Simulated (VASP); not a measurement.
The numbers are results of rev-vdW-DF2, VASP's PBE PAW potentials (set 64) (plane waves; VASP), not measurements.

VASP ran on this input.

File POSCAR:
```
PbF2
1
    0.0000000000     2.9092474044     2.9092474044
    2.9092474044     0.0000000000     2.9092474044
    2.9092474044     2.9092474044     0.0000000000
Pb F
1 2
Direct
  0.0000000000   0.0000000000   0.0000000000
  0.2500000000   0.2500000000   0.2500000000
  0.7500000000   0.7500000000   0.7500000000
```

### KPOINTS
```
Automatic
0
G
  7 7 7
0 0 0
```

**INCAR**
```
SYSTEM = PbF2
PREC = Accurate
ENCUT = 520
EDIFF = 1E-7
NELM = 100
ALGO = Normal
LREAL = .FALSE.
LASPH = .TRUE.
ISMEAR = 0
SIGMA = 0.05
GGA = MK
PARAM1 = 0.1234568
PARAM2 = 0.7114
ZAB_VDW = -1.8867
LUSE_VDW = .TRUE.
AGGAC = 0.0
LMAXMIX = 4
LWAVE = .FALSE.
LCHARG = .FALSE.
ISIF = 2
```

POTCAR, in this order: Pb_d F (PBE.64 set). Program: vasp_std.

What VASP printed:

OUTCAR:
```
 ion  position               nearest neighbor table
   1  0.000  0.000  0.000-   3 2.52   3 2.52   3 2.52   2 2.52   3 2.52   2 2.52   2 2.52   2 2.52
  LATTYP: Found a face centered cubic cell.
 ALAT       =     5.8184948088
 Subroutine PRICEL returns:
 Original cell was already a primitive cell.
 Subroutine GETGRP returns: Found 48 space group operations
The static configuration has the point symmetry O_h .
The dynamic configuration has the point symmetry O_h .
 Subroutine INISYM returns: Found 48 space group operations
 Subroutine IBZKPT returns following result:
 Found     20 irreducible k-points:

 Following reciprocal coordinates:
            Coordinates               Weight
  0.000000  0.000000  0.000000      1.000000
  0.142857  0.000000  0.000000      8.000000
  0.285714  0.000000  0.000000      8.000000
  0.428571  0.000000  0.000000      8.000000
  0.142857  0.142857  0.000000      6.000000
  0.285714  0.142857  0.000000     24.000000
  0.428571  0.142857  0.000000     24.000000
 -0.428571  0.142857  0.000000     24.000000
 -0.285714  0.142857  0.000000     24.000000
 -0.142857  0.142857  0.000000     12.000000
  0.285714  0.285714  0.000000      6.000000
  0.428571  0.285714  0.000000     24.000000
 -0.428571  0.285714  0.000000     24.000000
 -0.285714  0.285714  0.000000     12.000000
  0.428571  0.428571  0.000000      6.000000
 -0.428571  0.428571  0.000000     12.000000
  0.428571  0.285714  0.142857     24.000000
 -0.428571  0.285714  0.142857     48.000000
 -0.428571  0.428571  0.142857     24.000000
 -0.285714  0.428571  0.142857     24.000000
   k-points           NKPTS =     20   k-points in BZ     NKDIM =     20   number of bands    NBANDS=     18
   number of dos      NEDOS =    301   number of ions     NIONS =      3
   total plane-waves  NPLWV =  32768
   dimension x,y,z NGX =    32 NGY =   32 NGZ =   32
   dimension x,y,z NGXF=    64 NGYF=   64 NGZF=   64
   ions per type =               1   2
   PREC   = accura    normal or accurate (medium, high low for compatibility)
   ISTART =      0    job   : 0-new  1-cont  2-samecut
   ICHARG =      2    charge: 1-file 2-atom 10-const
   ISPIN  =      1    spin polarized calculation?
   LNONCOLLINEAR =      F non collinear calculations
   LSORBIT =      F    spin-orbit coupling
   INIWAV =      1    electr: 0-lowe 1-rand  2-diag
   ENCUT  =  520.0 eV  38.22 Ry    6.18 a.u.   7.65  7.65  7.65*2*pi/ulx,y,z
   NELM   =    100;   NELMIN=  2; NELMDL= -5     # of ELM steps
   EDIFF  = 0.1E-06   stopping-criterion for ELM
   LREAL  =      F    real-space projection
   NLSPLINE    = F    spline interpolate recip. space projectors
   LMAXMIX     =    4 max onsite mixed and CHGCAR
   VOSKOWN=      0    Vosko Wilk Nusair interpolation
   EDIFFG = 0.1E-05   stopping-criterion for IOM
   NSW    =      0    number of steps for IOM
   NBLOCK =      1;   KBLOCK =      1    inner block; outer block
   IBRION =     -1    ionic relax: 0-MD 1-quasi-New 2-CG
   NFREE  =      0    steps in history (QN), initial steepest desc. (CG)
   ISIF   =      2    stress and relaxation
   ISYM   =      2    0-nonsym 1-usesym 2-fastsym
   TEIN   =    0.0    initial temperature
   TEBEG  =    0.0;   TEEND  =   0.0 temperature during run
   SMASS  =  -3.00    Nose mass-parameter (am)
   PSTRESS=    0.0 pullay stress
   NELECT =      28.0000    total number of electrons
   EFERMI =   0.00;   METHOD = LEGACY
   ISMEAR =     0;   SIGMA  =   0.05  broadening in eV -4-tet -1-fermi 0-gaus
   IALGO  =     38    algorithm
   LDIAG  =      T    sub-space diagonalisation (order eigenvalues)
   IMIX   =      4    mixing-type and parameters
     AMIX     =   0.40;   BMIX     =  1.00
     AMIX_MAG =   1.60;   BMIX_MAG =  1.00
     AMIN     =   0.10
...
```

### OSZICAR
```
       N       E                     dE             d eps       ncg     rms          rms(c)
DAV:   1     0.318713306826E+03    0.31871E+03   -0.15202E+04   720   0.181E+03
DAV:   2     0.167894352925E+02   -0.30192E+03   -0.29138E+03   836   0.468E+02
DAV:   3    -0.927322274524E+01   -0.26063E+02   -0.25834E+02   858   0.153E+02
DAV:   4    -0.100418984803E+02   -0.76868E+00   -0.76747E+00   794   0.264E+01
DAV:   5    -0.100658770260E+02   -0.23979E-01   -0.23977E-01   804   0.495E+00    0.782E+00
DAV:   6    -0.825240688145E+01    0.18135E+01   -0.96174E+00   962   0.271E+01    0.253E+00
DAV:   7    -0.824178714345E+01    0.10620E-01   -0.39506E-01   728   0.453E+00    0.147E+00
DAV:   8    -0.822846678495E+01    0.13320E-01   -0.91101E-02   732   0.394E+00    0.471E-01
DAV:   9    -0.822559817381E+01    0.28686E-02   -0.15219E-02   934   0.111E+00    0.935E-02
DAV:  10    -0.822582358926E+01   -0.22542E-03   -0.56982E-04   724   0.210E-01    0.223E-02
DAV:  11    -0.822581768442E+01    0.59048E-05   -0.24218E-05   764   0.538E-02    0.803E-03
DAV:  12    -0.822581688801E+01    0.79641E-06   -0.97935E-06   904   0.421E-02    0.358E-03
DAV:  13    -0.822581661471E+01    0.27329E-06   -0.82118E-07   924   0.117E-02    0.107E-03
DAV:  14    -0.822581659389E+01    0.20825E-07   -0.12372E-07   388   0.509E-03
   1 F= -.82258166E+01 E0= -.82258166E+01  d E =-.961138E-17
```

OUTCAR:
```
------------------------ aborting loop because EDIFF is reached ----------------------------------------
  FORCE on cell =-STRESS in cart. coord.  units (eV):
  Direction    XX          YY          ZZ          XY          YZ          ZX
  --------------------------------------------------------------------------------------
  Total        1.6341855      1.6341855      1.6341855     -0.0000000      0.0000000     -0.0000000
  in kB       53.1667334     53.1667334     53.1667334     -0.0000000      0.0000000     -0.0000000
  external PRESSURE =      53.1667334 kB  Pullay stress =       0.0000000 kB
  volume of cell :       49.25
      direct lattice vectors                 reciprocal lattice vectors
     0.000000000  2.909247404  2.909247404    -0.171865754  0.171865754  0.171865754
     2.909247404  0.000000000  2.909247404     0.171865754 -0.171865754  0.171865754
     2.909247404  2.909247404  0.000000000     0.171865754  0.171865754 -0.171865754
 POSITION                                       TOTAL-FORCE (eV/Angst)
 -----------------------------------------------------------------------------------
      0.00000      0.00000      0.00000         0.000000     -0.000000      0.000000
      1.45462      1.45462      1.45462        -0.000000      0.000000     -0.000000
      4.36387      4.36387      4.36387         0.000000     -0.000000     -0.000000
 -----------------------------------------------------------------------------------
    total drift:                                0.000000     -0.000000      0.000000
  FREE ENERGIE OF THE ION-ELECTRON SYSTEM (eV)
  ---------------------------------------------------
  free  energy   TOTEN  =        -8.2258165939 eV

  energy  without entropy=       -8.2258165939  energy(sigma->0) =       -8.22581659
```
(Selected blocks of OUTCAR.)

**OUTCAR**
```
 val. band max:        2.3780162697   @ k =  -0.2857   0.4286   0.1429

 cond. band min:       6.7880683664   @ k =   0.4286   0.4286   0.0000


 Fermi energy:         2.6650523833

 k-point     1 :       0.0000    0.0000    0.0000
  band No.  band energies     occupation
      1     -19.0270      2.00000
      2     -18.2874      2.00000
      3     -12.0418      2.00000
      4     -12.0418      2.00000
      5     -12.0418      2.00000
      6     -11.9543      2.00000
      7     -11.9543      2.00000
      8      -2.2986      2.00000
      9      -0.4358      2.00000
     10      -0.4358      2.00000
     11      -0.4358      2.00000
     12       0.0657      2.00000
     13       0.0657      2.00000
     14       0.0657      2.00000
     15       9.1574      0.00000
     16       9.1574      0.00000
     17       9.1574      0.00000
     18      12.8200      0.00000

 k-point     2 :       0.1429    0.0000    0.0000
  band No.  band energies     occupation
      1     -18.9802      2.00000
      2     -18.3293      2.00000
      3     -12.0314      2.00000
      4     -12.0314      2.00000
      5     -11.9887      2.00000
      6     -11.9542      2.00000
      7     -11.9542      2.00000
      8      -2.7249      2.00000
      9      -0.6058      2.00000
     10      -0.4853      2.00000
     11      -0.4853      2.00000
     12       0.0348      2.00000
     13       0.0348      2.00000
     14       0.6767      2.00000
     15       8.4352      0.00000
     16       9.3475      0.00000
     17       9.3475      0.00000
     18      14.0448      0.00000

 k-point     3 :       0.2857    0.0000    0.0000
  band No.  band energies     occupation
      1     -18.8629      2.00000
      2     -18.4347      2.00000
      3     -12.0171      2.00000
      4     -12.0171      2.00000
      5     -11.9450      2.00000
      6     -11.9450      2.00000
      7     -11.8737      2.00000
      8      -3.3867      2.00000
      9      -0.8579      2.00000
...
```

Unless said otherwise, spin-orbit coupling is left out, though it shifts the bands of the heavy elements here.

The compound is PbF2 in the fluorite structure, the β form. This cell is one point of a volume scan, at 0.94 of the reference volume.
